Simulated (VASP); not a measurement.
VASP input:

### INCAR
```
SYSTEM = CdS
PREC = Accurate
ENCUT = 400
EDIFF = 1E-6
NELM = 100
ALGO = Normal
LREAL = .FALSE.
LASPH = .TRUE.
ISMEAR = 0
SIGMA = 0.05
GGA = PE
LMAXMIX = 4
LWAVE = .FALSE.
LCHARG = .FALSE.
ISIF = 2
NBANDS = 17
```

File POSCAR:
```
CdS
1
    2.0700000000    -3.5853450000     0.0000000000
    2.0700000000     3.5853450000     0.0000000000
    0.0000000000     0.0000000000     6.7200000000
Cd S
2 2
Direct
  0.6666670000   0.3333330000   0.5000000000
  0.3333330000   0.6666670000   0.0000000000
  0.6666670000   0.3333330000   0.8770000000
  0.3333330000   0.6666670000   0.3770000000
```

**KPOINTS**
```
Automatic mesh
0
Gamma
5 5 3
0 0 0
```

POTCAR, in this order: Cd S (PBE.64 set). Program: vasp_std.

What VASP printed:

**standard output**
```
 POSCAR found type information on POSCAR CdS
 POSCAR found :  2 types and       4 ions
 Reading from existing POTCAR
 Reading from existing POTCAR
 LDA part: xc-table for (Slater+PW92), standard interpolation

 -----------------------------------------------------------------------------
|                                                                             |
|     EEEEEEE  RRRRRR   RRRRRR   OOOOOOO  RRRRRR      ###     ###     ###     |
|     E        R     R  R     R  O     O  R     R     ###     ###     ###     |
|     E        R     R  R     R  O     O  R     R     ###     ###     ###     |
|     EEEEE    RRRRRR   RRRRRR   O     O  RRRRRR       #       #       #      |
|     E        R   R    R   R    O     O  R   R                               |
|     E        R    R   R    R   O     O  R    R      ###     ###     ###     |
|     EEEEEEE  R     R  R     R  OOOOOOO  R     R     ###     ###     ###     |
|                                                                             |
|     The number of bands is not sufficient to hold all electrons. I am       |
|     sorry, but this calculation does not make sense. If you want to         |
|     calculate only selected states, you need to set either EFERMI or        |
|     EREF. EREF specifies around which energy states are supposed to be      |
|     calculated.                                                             |
|     I found NBANDS = 17, NELECT = 36.                                       |
|                                                                             |
|       ---->  I REFUSE TO CONTINUE WITH THIS SICK JOB ... BYE!!! <----       |
|                                                                             |
 -----------------------------------------------------------------------------
```

Read input and log: which fault does this run have?
A. a hybrid functional was run with ALGO = VeryFast
B. NBANDS is too small to hold all electrons
C. LEPSILON was set for a metal
D. NSW is too small for the relaxation to finish

B, NBANDS is too small to hold all electrons. VASP stops with an error: The number of bands is not sufficient to hold all electrons. I am sorry, but this calculation does not make sense. If you want to calculate only selected states, you need to set either EFERMI or EREF. EREF specifies around which energy states are supposed to be calculated. I found NBANDS = 17, NELECT = 36. ----> I REFUSE TO CONTINUE WITH THIS SICK JOB ... BYE!!! <----

To mend it, remove NBANDS.

The mended run (PBE GGA, plane waves, VASP's PBE PAW potentials (set 64)) converges, and its OSZICAR ends with
```
   1 F= -.12241227E+02 E0= -.12241227E+02  d E =-.166875E-11
```

The compound is CdS in the wurtzite structure. The cell was not relaxed at this level.
